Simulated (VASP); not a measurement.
Crystal: Ge2Sb2Te5.

```
Ge Sb Te
1.0
     4.29406    0.00000    0.00000
    -2.14703    3.71877    0.00000
     0.00000    0.00000   17.10135
Ge Sb Te
2 2 5
Direct
  0.33333 0.66667 0.89711
  0.66667 0.33333 0.10290
  0.00000 0.00000 0.67993
  0.00000 0.00000 0.32007
  0.00000 0.00000 0.00000
  0.66667 0.33333 0.79846
  0.33333 0.66667 0.20154
  0.33333 0.66667 0.58011
  0.66667 0.33333 0.41989
```

The cell comes from a database or a generator and needn't be the stable form of this composition.

```yaml
Program: VASP 6.6.1
Task: relaxation of cell and atoms
Functional: LDA
Potentials_or_basis: VASP PAW LDA potentials, release 64 (Ge_d, Sb, Te)
Cutoff: 600 eV
k_mesh: 9 × 9 × 2
Occupations: gaussian, width 0.03 eV
Spin: no spin polarisation
```

At the start: pressure -3.2 GPa; volume 30.34 Å³/atom.

Where does the relaxation end?

Over 18 steps the energy falls by 22.2 meV/atom and the volume is 28.31 Å³/atom (-6.7 %); space group P-3m1 (No. 164, to 0.05 Å).

The path:
```tsv
step	energy change (eV)	largest force (eV/Å)	pressure (GPa)	volume (Å³)
1	0.0000	0.1473	-3.24	273.09
2	-0.1373	0.5177	1.77	249.52
3	-0.1765	0.2914	-0.01	256.67
4	-0.1887	0.1640	0.00	255.87
5	-0.1936	0.1218	0.03	254.98
6	-0.1963	0.0863	-0.03	255.07
7	-0.1991	0.0237	-0.16	255.29
8	-0.1987	0.0423	0.23	253.58
9	-0.1995	0.0172	0.01	254.63
10	-0.1995	0.0177	0.00	254.62
11	-0.1993	0.0298	0.13	254.10
12	-0.1995	0.0192	-0.01	254.58
13	-0.1994	0.0248	0.08	254.34
14	-0.1995	0.0199	0.01	254.53
15	-0.1995	0.0193	0.03	254.55
16	-0.1995	0.0151	-0.07	254.88
17	-0.1995	0.0112	-0.01	254.73
18	-0.1995	0.0099	-0.04	254.76
```

Final structure:
```xyz
9
Lattice="4.2009 0.0000 0.0000 -2.1005 3.6381 0.0000 0.0000 0.0000 16.6690" Properties=species:S:1:pos:R:3 pbc="T T T"
Ge    0.0000    2.4254   14.9873
Ge    2.1005    1.2127    1.6817
Sb    0.0000    0.0000   11.3569
Sb    0.0000    0.0000    5.3121
Te   -2.1005    3.6381    0.0000
Te    2.1005    1.2127   13.3440
Te    0.0000    2.4254    3.3250
Te    0.0000    2.4254    9.6351
Te    2.1005    1.2127    7.0339
```
